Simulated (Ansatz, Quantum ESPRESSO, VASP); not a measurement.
**Code comparison for CaCl2 (P1, 6 atoms in the cell)**

Self-consistent single point.

```yaml
crystal:
  lattice:
    - [6.31136, 0.00000, 0.00000]
    - [0.00000, 6.46567, 0.00000]
    - [0.00000, 0.00000, 4.17879]
  atoms:
    - { symbol: Ca, position: [0.49654, 0.50450, 0.51367] }
    - { symbol: Ca, position: [0.99792, 0.00955, 0.99174] }
    - { symbol: Cl, position: [0.78012, 0.16352, 0.51803] }
    - { symbol: Cl, position: [0.21941, 0.82151, 0.49395] }
    - { symbol: Cl, position: [0.28299, 0.32200, 0.00196] }
    - { symbol: Cl, position: [0.72301, 0.67893, 0.98066] }
```

Shared settings, as Ansatz (a program for electronic structure) writes them: kpoints.mp_grid.grid = 4 4 6; scf.occupations.method = fixed. Potentials and cutoffs stand in the table.

```
code                                                                              model  pressure (GPa)  largest force (eV/Å)  gap on the mesh (eV)   cutoff
----------------  ---------------------------------------------------------------------  --------------  --------------------  --------------------  -------
Ansatz                                                  PBEsol, PAW files made with PBE           -0.90                 0.516                 5.283  default
Quantum ESPRESSO  PBEsol, PseudoDojo standard norm-conserving (PBESOL) pseudopotentials           -0.92                 0.514                 5.282    70 Ry
VASP                                         PBEsol, VASP's PBE PAW potentials (set 64)           -1.12                 0.535                     –   300 eV
```

Size of the force on each atom (eV/Å): Sizes of forces hide their directions.

```json
[
 {"code": "Ansatz", "Ca1": "0.346", "Ca2": "0.489", "Cl3": "0.516", "Cl4": "0.185", "Cl5": "0.180", "Cl6": "0.328"},
 {"code": "Quantum ESPRESSO", "Ca1": "0.345", "Ca2": "0.489", "Cl3": "0.514", "Cl4": "0.186", "Cl5": "0.181", "Cl6": "0.328"},
 {"code": "VASP", "Ca1": "0.358", "Ca2": "0.502", "Cl3": "0.535", "Cl4": "0.184", "Cl5": "0.177", "Cl6": "0.333"}
]
```

A dash marks a value that a program does not give, or that is left out as unsure.

No gap is tabulated for VASP: it is not read from that output, or partly filled or unconverged empty levels leave it unsure.

Gaps are read on the mesh.

The spread over the programs that give each value: pressure within 0.22 GPa; largest force within 0.021 eV/Å; gap on the mesh within 0.001 eV.

Ansatz's pressure is given at a fixed set of plane waves, as the other plane-wave codes print theirs.

On the base mesh (3 3 5) the same programs gave: Quantum ESPRESSO pressure -0.92 GPa, gap on the mesh 5.282 eV; Ansatz pressure -0.90 GPa, gap on the mesh 5.283 eV; VASP pressure -1.11 GPa.

VASP's run is marked for a possible Pulay error in its stress at this cutoff; no cutoff test was made.

VASP ran the fixed occupations as a Gaussian smearing of 0.01 eV.

The starting cell comes from a database of computed structures (which also holds hypothetical and non-ambient phases and stackings), without a prior relaxation at this level. Its atoms were displaced at random from the sites of space group no. 58.

Left out of this page: CP2K (on another mesh); SIESTA (not drawn, or without a comparable value).

Keys are those of Ansatz 0.2.
